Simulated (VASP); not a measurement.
All values below come from PBE GGA with D3 dispersion (Becke-Johnson damping), VASP's PBE PAW potentials (set 64) (plane waves; VASP).

VASP ran on this input.

INCAR:
```
SYSTEM = MnS
PREC = Accurate
ENCUT = 520
EDIFF = 1E-6
NELM = 100
ALGO = Normal
LREAL = .FALSE.
LASPH = .TRUE.
ISMEAR = 0
SIGMA = 0.05
GGA = PE
IVDW = 12
LMAXMIX = 4
ISPIN = 2
MAGMOM = 5.0 -5.0 0.0 0.0
LORBIT = 10
LWAVE = .FALSE.
LCHARG = .FALSE.
IBRION = 2
ISIF = 3
NSW = 60
EDIFFG = -0.02
```

POSCAR:
```
MnS
1
    5.0480097988     2.5183076189     2.5183076189
    2.5183076189     5.0480097988     2.5183076189
    2.5183076189     2.5183076189     5.0480097988
Mn S
2 2
Direct
  0.0000000000   0.0000000000   0.0000000000
  0.5000000000   0.5000000000   0.5000000000
  0.2500000000   0.2500000000   0.2500000000
  0.7500000000   0.7500000000   0.7500000000
```

### KPOINTS
```
Automatic mesh
0
Gamma
  7 7 7
0 0 0
```

POTCAR, in this order: Mn_pv S (PBE.64 set). Program: vasp_std.

The resulting files:

OSZICAR:
```
       N       E                     dE             d eps       ncg     rms          rms(c)
DAV:   1     0.395437533839E+03    0.39544E+03   -0.21553E+04  4168   0.183E+03
DAV:   2     0.700306316780E+01   -0.38843E+03   -0.38365E+03  4055   0.498E+02
DAV:   3    -0.292979339983E+02   -0.36301E+02   -0.35798E+02  5762   0.139E+02
DAV:   4    -0.304413890700E+02   -0.11435E+01   -0.11429E+01  4615   0.238E+01
DAV:   5    -0.304658442730E+02   -0.24455E-01   -0.24451E-01  5166   0.404E+00    0.181E+01
DAV:   6    -0.281660580672E+02    0.22998E+01   -0.21850E+01  5403   0.444E+01    0.144E+01
DAV:   7    -0.283791646525E+02   -0.21311E+00   -0.21985E+00  4746   0.157E+01    0.863E+00
DAV:   8    -0.284079356659E+02   -0.28771E-01   -0.30946E-01  5437   0.525E+00    0.389E+00
DAV:   9    -0.283971838402E+02    0.10752E-01   -0.61021E-02  5478   0.249E+00    0.408E-01
DAV:  10    -0.284008648252E+02   -0.36810E-02   -0.62326E-03  4874   0.647E-01    0.243E-01
DAV:  11    -0.284012386652E+02   -0.37384E-03   -0.48352E-04  4762   0.162E-01    0.144E-01
DAV:  12    -0.284012933202E+02   -0.54655E-04   -0.10645E-04  4846   0.597E-02    0.944E-02
DAV:  13    -0.284013166038E+02   -0.23284E-04   -0.41329E-05  4517   0.472E-02    0.219E-02
DAV:  14    -0.284013175352E+02   -0.93145E-06   -0.13991E-05  4899   0.238E-02    0.947E-03
DAV:  15    -0.284013187265E+02   -0.11913E-05   -0.11215E-06  2549   0.131E-02    0.270E-03
DAV:  16    -0.284013187507E+02   -0.24193E-07   -0.15694E-07  2479   0.308E-03
   1 F= -.30193244E+02 E0= -.30193244E+02  d E =-.301932E+02  mag=    -0.0000
       N       E                     dE             d eps       ncg     rms          rms(c)
DAV:   1    -0.284296515339E+02   -0.28333E-01   -0.88607E-01  4433   0.120E+01    0.206E+00
DAV:   2    -0.283867526547E+02    0.42899E-01   -0.23987E-01  4419   0.651E+00    0.177E+00
DAV:   3    -0.283879719334E+02   -0.12193E-02   -0.11948E-02  4384   0.985E-01    0.364E-01
DAV:   4    -0.283863628918E+02    0.16090E-02   -0.65165E-03  5252   0.634E-01    0.221E-01
DAV:   5    -0.283860884552E+02    0.27444E-03   -0.14300E-03  4755   0.363E-01    0.150E-01
DAV:   6    -0.283860427529E+02    0.45702E-04   -0.15176E-04  4941   0.102E-01    0.547E-02
DAV:   7    -0.283860502919E+02   -0.75391E-05   -0.20115E-05  4895   0.452E-02    0.196E-02
DAV:   8    -0.283860488067E+02    0.14853E-05   -0.72022E-06  4342   0.156E-02    0.721E-03
DAV:   9    -0.283860482236E+02    0.58311E-06   -0.75125E-07  2311   0.651E-03
   2 F= -.30194517E+02 E0= -.30194517E+02  d E =-.127349E-02  mag=    -0.0000
```

### OUTCAR
```
------------------------ aborting loop because EDIFF is reached ----------------------------------------
 Edisp (eV)   -1.80847
  FORCE on cell =-STRESS in cart. coord.  units (eV):
  Direction    XX          YY          ZZ          XY          YZ          ZX
  --------------------------------------------------------------------------------------
  Total       0.05898     0.05898     0.05898    -0.05140    -0.05140    -0.05140
  in kB       1.47759     1.47759     1.47759    -1.28760    -1.28760    -1.28760
  external pressure =        1.48 kB  Pullay stress =        0.00 kB
  volume of cell :       63.95
      direct lattice vectors                 reciprocal lattice vectors
     5.027968964  2.503480016  2.503480016     0.297297160 -0.098822617 -0.098822617
     2.503480016  5.027968964  2.503480016    -0.098822617  0.297297160 -0.098822617
     2.503480016  2.503480016  5.027968964    -0.098822617 -0.098822617  0.297297160
 POSITION                                       TOTAL-FORCE (eV/Angst)
 -----------------------------------------------------------------------------------
      7.53145      7.53145      5.00696         0.000000      0.000000      0.000000
      5.01746      5.01746      5.01746         0.000000     -0.000000     -0.000000
      2.50873      2.50873      2.50873        -0.000000      0.000000     -0.000000
      7.52620      7.52620      7.52620        -0.000000      0.000000     -0.000000
 -----------------------------------------------------------------------------------
    total drift:                               -0.000000     -0.000000     -0.000000
  FREE ENERGIE OF THE ION-ELECTRON SYSTEM (eV)
  ---------------------------------------------------
  free  energy   TOTEN  =       -30.1945173387 eV

  energy  without entropy=      -30.1945173387  energy(sigma->0) =      -30.19451734

 total charge

# of ion       s       p       d       tot
------------------------------------------
    1        0.228   6.191   4.993  11.412
    2        0.228   6.191   4.993  11.412
    3        1.325   2.438   0.000   3.764
    4        1.325   2.438   0.000   3.764
--------------------------------------------------
tot          3.107  17.258   9.987  30.352

 magnetization (x)

# of ion       s       p       d       tot
------------------------------------------
    1        0.015   0.015   4.038   4.068
    2       -0.015  -0.015  -4.038  -4.068
    3        0.000   0.000   0.000   0.000
    4        0.000   0.000   0.000   0.000
--------------------------------------------------
tot         -0.000   0.000   0.000  -0.000

 reached required accuracy - stopping structural energy minimisation
```
(Selected blocks of OUTCAR.)

### CONTCAR
```
MnS
   1.00000000000000
     5.0279689643567478    2.5034800158941986    2.5034800158941986
     2.5034800158941986    5.0279689643567478    2.5034800158941986
     2.5034800158941986    2.5034800158941986    5.0279689643567478
  Mn              S
     2     2
Direct
     1.0000000000000000    1.0000000000000000    0.0000000000000000
     0.5000000000000000    0.5000000000000000    0.5000000000000000
     0.2500000000000000    0.2500000000000000    0.2500000000000000
     0.7500000000000000    0.7500000000000000    0.7500000000000000
```

The compound is MnS in the rock salt, AFM-II order structure. This run relaxes it. Symmetry was kept, so distortions that lower it aren't found. The start is the result of an earlier pass.
